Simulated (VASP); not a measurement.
Data:

```
CELL_PARAMETERS angstrom
     -2.08487     2.08487     4.92584
      2.08487    -2.08487     4.92584
      2.08487     2.08487    -4.92584
ATOMIC_POSITIONS crystal
  Ca 0.99957 0.99957 0.00000
  Si 0.40912 0.40912 0.00000
  Si 0.25939 0.75939 0.50000
  Si 0.75939 0.25939 0.50000
  Ir 0.64664 0.64664 0.00000
```

Calculation: PBEsol GGA with spin-orbit coupling, VASP's PBE PAW potentials (set 64) (plane waves; VASP). Run with 400 eV cut-off, 9×9×9 Γ-centred mesh, Gaussian smearing of 0.050 eV, potentials Ca_sv Si Ir.

Give the energies of bands 23 to 36 at the high-symmetry points, in eV from the Fermi level.

```json
[
 {"band": "23", "Γ": "-2.66", "X": "-3.23", "P": "-3.21", "N": "-3.18", "M": "-2.58", "S": "-3.45", "R": "-3.38"},
 {"band": "24", "Γ": "-2.66", "X": "-3.23", "P": "-3.21", "N": "-3.18", "M": "-2.58", "S": "-3.09", "R": "-3.36"},
 {"band": "25", "Γ": "-2.35", "X": "-2.89", "P": "-2.78", "N": "-2.64", "M": "-2.30", "S": "-1.91", "R": "-2.66"},
 {"band": "26", "Γ": "-2.35", "X": "-2.89", "P": "-2.78", "N": "-2.64", "M": "-2.30", "S": "-1.86", "R": "-2.54"},
 {"band": "27", "Γ": "-1.30", "X": "-2.07", "P": "-1.99", "N": "-1.56", "M": "-1.49", "S": "-1.76", "R": "-2.11"},
 {"band": "28", "Γ": "-1.30", "X": "-2.07", "P": "-1.99", "N": "-1.56", "M": "-1.49", "S": "-1.74", "R": "-1.80"},
 {"band": "29", "Γ": "-1.03", "X": "-1.92", "P": "-1.89", "N": "-0.77", "M": "-0.36", "S": "-1.10", "R": "-1.68"},
 {"band": "30", "Γ": "-1.03", "X": "-1.92", "P": "-1.89", "N": "-0.77", "M": "-0.36", "S": "-1.00", "R": "-1.45"},
 {"band": "31", "Γ": "0.38", "X": "-1.52", "P": "-1.77", "N": "-0.01", "M": "1.87", "S": "0.38", "R": "-1.26"},
 {"band": "32", "Γ": "0.38", "X": "-1.52", "P": "-1.77", "N": "-0.01", "M": "1.87", "S": "0.60", "R": "-1.02"},
 {"band": "33", "Γ": "0.79", "X": "2.49", "P": "2.13", "N": "0.77", "M": "2.07", "S": "1.19", "R": "2.34"},
 {"band": "34", "Γ": "0.79", "X": "2.49", "P": "2.13", "N": "0.77", "M": "2.07", "S": "1.36", "R": "2.41"},
 {"band": "35", "Γ": "0.88", "X": "3.84", "P": "3.99", "N": "2.62", "M": "2.55", "S": "2.67", "R": "3.81"},
 {"band": "36", "Γ": "0.88", "X": "3.84", "P": "4.01", "N": "2.62", "M": "2.55", "S": "2.75", "R": "3.81"}
]
```

It has no gap at this level: it comes out as a metal or semimetal.

The structure comes from a computed database's CaSi3Ir entry (I4mm); how it stands against other phases isn't given here. It was relaxed first.
